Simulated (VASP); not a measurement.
Calculation: LDA (Ceperley-Alder, Perdew-Zunger), VASP's LDA PAW potentials (set 64) (plane waves; VASP).

VASP input:

**INCAR**
```
NELM  =  100
ALGO  =  Normal
LWAVE  =  F
LREAL  =  F   # projection in real space or not
ENCUT  =  300   # plane-wave cut-off (eV)
ISMEAR  =  -1   # Fermi-Dirac
SIGMA  =  0.1
SYSTEM  =  Na3Cd
EDIFF  =  1E-6
LMAXMIX  =  4
LASPH  =  T
LCHARG  =  F
PREC  =  Accurate
ISIF  =  2   # forces and stress, cell fixed
```

**POSCAR**
```
Na3Cd
1
    0.0000000000     3.8762400000     3.8762400000
    3.8762400000     0.0000000000     3.8762400000
    3.8762400000     3.8762400000     0.0000000000
Na Cd
3 1
Direct
  0.2500000000   0.2500000000   0.2500000000
  0.7500000000   0.7500000000   0.7500000000
  0.5000000000   0.5000000000   0.5000000000
  0.0000000000   0.0000000000   0.0000000000
```

### KPOINTS
```
Automatic
0
Gamma
  5 5 5
0 0 0
```

POTCAR, in this order: Na_pv Cd (LDA.64 set). Program: vasp_std.

The run wrote:

### OUTCAR
```
 ion  position               nearest neighbor table
   1  0.250  0.250  0.250-
   2  0.750  0.750  0.750-
   3  0.500  0.500  0.500-
   4  0.000  0.000  0.000-
  LATTYP: Found a face centered cubic cell.
 ALAT       =     7.7524800000
 Subroutine PRICEL returns:
 Original cell was already a primitive cell.
 Subroutine GETGRP returns: Found 48 space group operations
The static configuration has the point symmetry O_h .
The dynamic configuration has the point symmetry O_h .
 Subroutine INISYM returns: Found 48 space group operations
 Subroutine IBZKPT returns following result:
 Found     10 irreducible k-points:

 Following reciprocal coordinates:
            Coordinates               Weight
  0.000000  0.000000  0.000000      1.000000
  0.200000  0.000000  0.000000      8.000000
  0.400000  0.000000  0.000000      8.000000
  0.200000  0.200000  0.000000      6.000000
  0.400000  0.200000  0.000000     24.000000
 -0.400000  0.200000  0.000000     24.000000
 -0.200000  0.200000  0.000000     12.000000
...
```

File OSZICAR:
```
       N       E                     dE             d eps       ncg     rms          rms(c)
DAV:   1     0.237028953338E+03    0.23703E+03   -0.13695E+04   432   0.117E+03
DAV:   2     0.758909483535E+01   -0.22944E+03   -0.22301E+03   416   0.373E+02
DAV:   3    -0.581735655853E+01   -0.13406E+02   -0.12956E+02   444   0.106E+02
DAV:   4    -0.602581118406E+01   -0.20845E+00   -0.20733E+00   432   0.125E+01
DAV:   5    -0.602894371405E+01   -0.31325E-02   -0.31323E-02   428   0.165E+00    0.129E+00
DAV:   6    -0.596615968625E+01    0.62784E-01   -0.20589E-01   432   0.323E+00    0.103E+00
DAV:   7    -0.595916517413E+01    0.69945E-02   -0.85291E-03   408   0.695E-01    0.653E-01
DAV:   8    -0.595618308202E+01    0.29821E-02   -0.22592E-03   456   0.517E-01    0.705E-02
DAV:   9    -0.595618041771E+01    0.26643E-05   -0.14668E-04   416   0.131E-01    0.142E-02
DAV:  10    -0.595617996546E+01    0.45225E-06   -0.22102E-05   436   0.429E-02    0.612E-03
DAV:  11    -0.595617981574E+01    0.14972E-06   -0.14411E-06   292   0.144E-02
   1 F= -.59561798E+01 E0= -.59214473E+01  d E =-.694650E-01
```

### OUTCAR
```
------------------------ aborting loop because EDIFF is reached ----------------------------------------
  FORCE on cell =-STRESS in cart. coord.  units (eV):
  Direction    XX          YY          ZZ          XY          YZ          ZX
  --------------------------------------------------------------------------------------
  Total       -0.9813933     -0.9813933     -0.9813933     -0.0000000      0.0000000     -0.0000000
  in kB      -13.4986923    -13.4986923    -13.4986923     -0.0000000      0.0000000     -0.0000000
  external PRESSURE =     -13.4986923 kB  Pullay stress =       0.0000000 kB
  volume of cell :      116.48
      direct lattice vectors                 reciprocal lattice vectors
     0.000000000  3.876240000  3.876240000    -0.128990981  0.128990981  0.128990981
     3.876240000  0.000000000  3.876240000     0.128990981 -0.128990981  0.128990981
     3.876240000  3.876240000  0.000000000     0.128990981  0.128990981 -0.128990981
 POSITION                                       TOTAL-FORCE (eV/Angst)
 -----------------------------------------------------------------------------------
      1.93812      1.93812      1.93812         0.000000      0.000000      0.000000
      5.81436      5.81436      5.81436         0.000000      0.000000     -0.000000
      3.87624      3.87624      3.87624        -0.000000     -0.000000      0.000000
      0.00000      0.00000      0.00000        -0.000000     -0.000000      0.000000
 -----------------------------------------------------------------------------------
    total drift:                                0.000000     -0.000000      0.000000
  FREE ENERGIE OF THE ION-ELECTRON SYSTEM (eV)
  ---------------------------------------------------
  free  energy   TOTEN  =        -5.9561798157 eV

  energy  without entropy=       -5.8867148078  energy(sigma->0) =       -5.92144731
```
(Selected blocks of OUTCAR.)

At this cut-off the stress carries a Pulay error, which pulls relaxed volumes low.

The structure comes from a computed database's Na3Cd entry (Fm-3m); how it stands against other phases isn't given here. The cell was not relaxed at this level. The run is one of a series of settings (KPOINTS 5×5×5 Γ-centred mesh against the base run), some of them coarse on purpose. The electron count is odd and the run is not spin-polarised, which forces a metal.
